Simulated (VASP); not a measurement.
Level of theory: PBEsol GGA, VASP's PBE PAW potentials (set 64) (plane waves; VASP).

VASP ran on this input.

### INCAR
```
SYSTEM = TiO2
PREC = Accurate
ENCUT = 620
EDIFF = 1E-6
NELM = 100
ALGO = Normal
LREAL = .FALSE.
LASPH = .TRUE.
ISMEAR = 0
SIGMA = 0.05
GGA = PS
LMAXMIX = 4
LWAVE = .FALSE.
LCHARG = .FALSE.
IBRION = 2
ISIF = 3
NSW = 40
EDIFFG = -0.02
PSTRESS = 300
```

File KPOINTS:
```
Automatic mesh
0
Gamma
5 5 8
0 0 0
```

POSCAR:
```
TiO2
1
    4.4599421032     0.0000000000     0.0000000000
    0.0000000000     4.4599421032     0.0000000000
    0.0000000000     0.0000000000     2.8941321110
Ti O
2 4
Direct
  0.0000000000   0.0000000000   0.0000000000
  0.5000000000   0.5000000000   0.5000000000
  0.3021958335   0.3021958335   0.0000000000
  0.8021958335   0.1978041665   0.5000000000
  0.1978041665   0.8021958335   0.5000000000
  0.6978041665   0.6978041665   0.0000000000
```

POTCAR, in this order: Ti_sv O (PBE.64 set). Program: vasp_std.

The run wrote:

### OSZICAR
```
...
DAV:   1     0.742845176559E+03    0.74285E+03   -0.27851E+04  1680   0.233E+03
DAV:   2     0.680128700604E+02   -0.67483E+03   -0.65292E+03  1732   0.644E+02
DAV:   3    -0.654081365570E+02   -0.13342E+03   -0.12893E+03  2688   0.235E+02
DAV:   4    -0.715113488819E+02   -0.61032E+01   -0.60957E+01  2260   0.547E+01
DAV:   5    -0.717574024369E+02   -0.24605E+00   -0.24599E+00  2404   0.939E+00    0.359E+01
DAV:   6    -0.560150628727E+02    0.15742E+02   -0.10296E+02  2056   0.106E+02    0.124E+01
DAV:   7    -0.558796520957E+02    0.13541E+00   -0.12320E+01  2184   0.288E+01    0.902E+00
DAV:   8    -0.559383192818E+02   -0.58667E-01   -0.26306E+00  2156   0.163E+01    0.338E+00
DAV:   9    -0.558352110942E+02    0.10311E+00   -0.12830E+00  2144   0.110E+01    0.138E+00
DAV:  10    -0.558347214084E+02    0.48969E-03   -0.12847E-01  2140   0.295E+00    0.289E-01
DAV:  11    -0.558341481380E+02    0.57327E-03   -0.12251E-02  2160   0.903E-01    0.639E-02
DAV:  12    -0.558341789043E+02   -0.30766E-04   -0.68820E-04  2120   0.224E-01    0.400E-02
DAV:  13    -0.558341753800E+02    0.35242E-05   -0.77215E-05  2288   0.591E-02    0.976E-03
DAV:  14    -0.558341756795E+02   -0.29947E-06   -0.53865E-06  1924   0.208E-02
   1 F= -.45054952E+02 E0= -.45054952E+02  d E =-.450550E+02
       N       E                     dE             d eps       ncg     rms          rms(c)
DAV:   1    -0.569792671294E+02   -0.11451E+01   -0.73966E+01  2144   0.990E+01    0.158E+01
DAV:   2    -0.551317079041E+02    0.18476E+01   -0.79201E+00  2208   0.280E+01    0.659E+00
DAV:   3    -0.546634063433E+02    0.46830E+00   -0.30148E+00  2200   0.147E+01    0.169E+00
DAV:   4    -0.547114312822E+02   -0.48025E-01   -0.61801E-01  2104   0.530E+00    0.695E-01
DAV:   5    -0.547133302385E+02   -0.18990E-02   -0.11065E-02  1900   0.863E-01    0.710E-01
DAV:   6    -0.547145843068E+02   -0.12541E-02   -0.90864E-04  1964   0.200E-01    0.657E-01
DAV:   7    -0.547529583697E+02   -0.38374E-01   -0.37777E-02  1712   0.146E+00    0.808E-01
DAV:   8    -0.547583459641E+02   -0.53876E-02   -0.29685E-02  2440   0.908E-01    0.567E-01
DAV:   9    -0.547582971147E+02    0.48849E-04   -0.24158E-03  2652   0.245E-01    0.335E-01
DAV:  10    -0.547588501777E+02   -0.55306E-03   -0.21119E-03  2416   0.209E-01    0.166E-01
DAV:  11    -0.547588391610E+02    0.11017E-04   -0.72830E-04  2568   0.157E-01    0.466E-02
DAV:  12    -0.547588722634E+02   -0.33102E-04   -0.82894E-05  1860   0.726E-02    0.469E-02
DAV:  13    -0.547588858091E+02   -0.13546E-04   -0.75942E-05  2388   0.371E-02    0.124E-02
DAV:  14    -0.547588856884E+02    0.12072E-06   -0.51279E-06  1988   0.157E-02
   2 F= -.44879827E+02 E0= -.44879827E+02  d E =0.175126E+00
       N       E                     dE             d eps       ncg     rms          rms(c)
DAV:   1    -0.565655477835E+02   -0.18067E+01   -0.33742E+01  2128   0.719E+01    0.106E+01
DAV:   2    -0.557671186798E+02    0.79843E+00   -0.41596E+00  2068   0.214E+01    0.433E+00
DAV:   3    -0.555531101182E+02    0.21401E+00   -0.14865E+00  1704   0.829E+00    0.940E-01
DAV:   4    -0.555613000194E+02   -0.81899E-02   -0.31326E-01  2336   0.309E+00    0.880E-01
DAV:   5    -0.555687772553E+02   -0.74772E-02   -0.12963E-02  2016   0.112E+00    0.567E-01
DAV:   6    -0.555853547688E+02   -0.16578E-01   -0.30403E-02  2696   0.968E-01    0.235E-01
DAV:   7    -0.555865905089E+02   -0.12357E-02   -0.20292E-03  2000   0.275E-01    0.180E-01
DAV:   8    -0.555872562126E+02   -0.66570E-03   -0.14512E-03  2200   0.333E-01    0.260E-02
DAV:   9    -0.555873048130E+02   -0.48600E-04   -0.21510E-04  2116   0.919E-02    0.258E-02
DAV:  10    -0.555873028120E+02    0.20010E-05   -0.25428E-05  2408   0.350E-02    0.872E-03
DAV:  11    -0.555873024712E+02    0.34082E-06   -0.18203E-06  1216   0.899E-03
   3 F= -.45106443E+02 E0= -.45106443E+02  d E =-.514905E-01
       N       E                     dE             d eps       ncg     rms          rms(c)
DAV:   1    -0.555815042493E+02    0.57986E-02   -0.31581E-03  2172   0.668E-01    0.991E-02
DAV:   2    -0.555814289310E+02    0.75318E-04   -0.36202E-04  2216   0.191E-01    0.414E-02
DAV:   3    -0.555814091062E+02    0.19825E-04   -0.12574E-04  1736   0.828E-02    0.803E-03
DAV:   4    -0.555814113257E+02   -0.22195E-05   -0.26932E-05  1924   0.261E-02    0.749E-03
DAV:   5    -0.555814119661E+02   -0.64043E-06   -0.80121E-07   944   0.101E-02
   4 F= -.45106463E+02 E0= -.45106463E+02  d E =-.515105E-01
       N       E                     dE             d eps       ncg     rms          rms(c)
DAV:   1    -0.555754587707E+02    0.59526E-02   -0.31598E-03  2168   0.676E-01    0.998E-02
DAV:   2    -0.555753802200E+02    0.78551E-04   -0.34467E-04  2120   0.196E-01    0.395E-02
DAV:   3    -0.555753624804E+02    0.17740E-04   -0.13019E-04  1740   0.806E-02    0.772E-03
DAV:   4    -0.555753648295E+02   -0.23491E-05   -0.27582E-05  1904   0.261E-02    0.830E-03
DAV:   5    -0.555753657352E+02   -0.90570E-06   -0.90036E-07   956   0.105E-02
   5 F= -.45106443E+02 E0= -.45106443E+02  d E =-.514906E-01
       N       E                     dE             d eps       ncg     rms          rms(c)
DAV:   1    -0.555685936671E+02    0.67712E-02   -0.93993E-01  1680   0.865E+00    0.605E-01
DAV:   2    -0.555656743587E+02    0.29193E-02   -0.35658E-02  1880   0.178E+00    0.366E-01
DAV:   3    -0.555632574175E+02    0.24169E-02   -0.60177E-03  1844   0.675E-01    0.105E-01
DAV:   4    -0.555631797931E+02    0.77624E-04   -0.12193E-03  2552   0.302E-01    0.523E-02
DAV:   5    -0.555631736669E+02    0.61262E-05   -0.11647E-04  2160   0.110E-01    0.277E-02
DAV:   6    -0.555631748343E+02   -0.11673E-05   -0.18347E-05  2212   0.388E-02    0.616E-03
DAV:   7    -0.555631749540E+02   -0.11976E-06   -0.16998E-06  1204   0.135E-02
   6 F= -.45108162E+02 E0= -.45108162E+02  d E =-.171875E-02
       N       E                     dE             d eps       ncg     rms          rms(c)
DAV:   1    -0.555664791807E+02   -0.33043E-02   -0.41703E-02  1680   0.182E+00    0.127E-01
DAV:   2    -0.555663552058E+02    0.12397E-03   -0.16019E-03  1896   0.376E-01    0.771E-02
DAV:   3    -0.555662489887E+02    0.10622E-03   -0.27337E-04  1860   0.142E-01    0.234E-02
DAV:   4    -0.555662440201E+02    0.49686E-05   -0.56393E-05  2568   0.671E-02    0.108E-02
DAV:   5    -0.555662435358E+02    0.48433E-06   -0.55372E-06  1888   0.238E-02
   7 F= -.45108286E+02 E0= -.45108286E+02  d E =-.184264E-02
       N       E                     dE             d eps       ncg     rms          rms(c)
DAV:   1    -0.555844298189E+02   -0.18186E-01   -0.45353E-02  1984   0.248E+00    0.292E-01
DAV:   2    -0.555839038646E+02    0.52595E-03   -0.40437E-03  1936   0.635E-01    0.142E-01
DAV:   3    -0.555836743551E+02    0.22951E-03   -0.13559E-03  1952   0.304E-01    0.363E-02
DAV:   4    -0.555836851174E+02   -0.10762E-04   -0.29103E-04  2164   0.106E-01    0.241E-02
DAV:   5    -0.555836884556E+02   -0.33382E-05   -0.11479E-05  2000   0.296E-02    0.177E-02
DAV:   6    -0.555836981144E+02   -0.96588E-05   -0.24551E-05  2612   0.298E-02    0.811E-03
DAV:   7    -0.555836982764E+02   -0.16196E-06   -0.47716E-06  1656   0.151E-02
   8 F= -.45108355E+02 E0= -.45108355E+02  d E =-.694185E-04
       N       E                     dE             d eps       ncg     rms          rms(c)
DAV:   1    -0.555778008465E+02    0.58973E-02   -0.54089E-03  1996   0.851E-01    0.101E-01
DAV:   2    -0.555777355798E+02    0.65267E-04   -0.48283E-04  1940   0.217E-01    0.489E-02
DAV:   3    -0.555777082581E+02    0.27322E-04   -0.16374E-04  1944   0.105E-01    0.126E-02
DAV:   4    -0.555777101995E+02   -0.19414E-05   -0.33935E-05  2168   0.363E-02    0.820E-03
DAV:   5    -0.555777107698E+02   -0.57030E-06   -0.11607E-06  1148   0.102E-02
   9 F= -.45108376E+02 E0= -.45108376E+02  d E =-.898848E-04
```

**OUTCAR**
```
------------------------ aborting loop because EDIFF is reached ----------------------------------------
  FORCE on cell =-STRESS in cart. coord.  units (eV):
  Direction    XX          YY          ZZ          XY          YZ          ZX
  --------------------------------------------------------------------------------------
  Total       10.3778560     10.3778560     10.4151358     -0.0000000      0.0000000      0.0000000
  in kB      297.3786521    297.3786521    298.4469104     -0.0000000      0.0000000      0.0000000
  external PRESSURE =      -2.2652618 kB  Pullay stress =     300.0000000 kB
  volume of cell :       55.91
      direct lattice vectors                 reciprocal lattice vectors
     4.409068186  0.000000000  0.000000000     0.226805293  0.000000000  0.000000000
    -0.000000000  4.409068186  0.000000000    -0.000000000  0.226805293  0.000000000
     0.000000000  0.000000000  2.876171661     0.000000000  0.000000000  0.347684394
 POSITION                                       TOTAL-FORCE (eV/Angst)
 -----------------------------------------------------------------------------------
      0.00000      0.00000      0.00000         0.000000     -0.000000     -0.000000
      2.20453      2.20453      1.43809         0.000000     -0.000000     -0.000000
      1.33037      1.33037      0.00000         0.011453      0.011453     -0.000000
      3.53490      0.87416      1.43809         0.011453     -0.011453      0.000000
      0.87416      3.53490      1.43809        -0.011453      0.011453     -0.000000
      3.07870      3.07870      0.00000        -0.011453     -0.011453      0.000000
 -----------------------------------------------------------------------------------
    total drift:                                0.000000     -0.000000      0.000000
  FREE ENERGIE OF THE ION-ELECTRON SYSTEM (eV)
  ---------------------------------------------------
  free  energy   TOTEN  =       -55.5777107698 eV

  energy  without entropy=      -55.5777107698  energy(sigma->0) =      -55.57771077
  enthalpy is  TOTEN    =       -45.1083755560 eV   P V=       10.4693352138

 reached required accuracy - stopping structural energy minimisation
```
(Selected blocks of OUTCAR.)

**CONTCAR**
```
TiO2
   1.00000000000000
     4.4090681856035170    0.0000000000000000    0.0000000000000000
    -0.0000000000000000    4.4090681856035170    0.0000000000000000
     0.0000000000000000    0.0000000000000000    2.8761716610438479
  Ti              O
     2     4
Direct
     0.0000000000000000    0.0000000000000000    0.0000000000000000
     0.5000000000000000    0.5000000000000000    0.5000000000000000
     0.3017350105538181    0.3017350105538181    0.0000000000000000
     0.8017350105538180    0.1982649894461820    0.5000000000000000
     0.1982649894461820    0.8017350105538180    0.5000000000000000
     0.6982649894461820    0.6982649894461820    0.0000000000000000
```

Energy and stress use the plane-wave basis of the starting cell.

The compound is TiO2 in the rutile structure. This run relaxes it under an external pressure of 30 GPa. Symmetry was kept, so distortions that lower it aren't found.
